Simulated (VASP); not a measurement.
```
O2Si
1.0
    4.22890     0.00000     0.00000
    0.00000     4.22890     0.00000
    0.00000     0.00000     2.69551
Si O
2 4
Direct
  0.00000   0.00000   0.00000
  0.50000   0.50000   0.50000
  0.30657   0.30657   0.00000
  0.80657   0.19343   0.50000
  0.19343   0.80657   0.50000
  0.69343   0.69343   0.00000
```

Calculation: PW91 GGA, VASP's PBE PAW potentials (set 64) (plane waves; VASP 6.6.1). Numerical set-up: 520 eV cut-off, 6×6×9 Γ-centred mesh, tetrahedra with Blöchl corrections, potentials Si O.

### Question
Estimate the energy per atom (σ→0), band gap (on the k-mesh) with the smallest direct gap where there is one.

### Answer

- band gap (on the k-mesh) = 5.07 eV
- smallest direct gap (on the k-mesh) = 5.07 eV
- energy per atom (σ→0) = -7768 meV/atom

Total energies compare only between runs with the same potentials, cut-off and functional.

The compound is SiO2 in the rutile structure, stishovite, a high-pressure form. It was relaxed first.
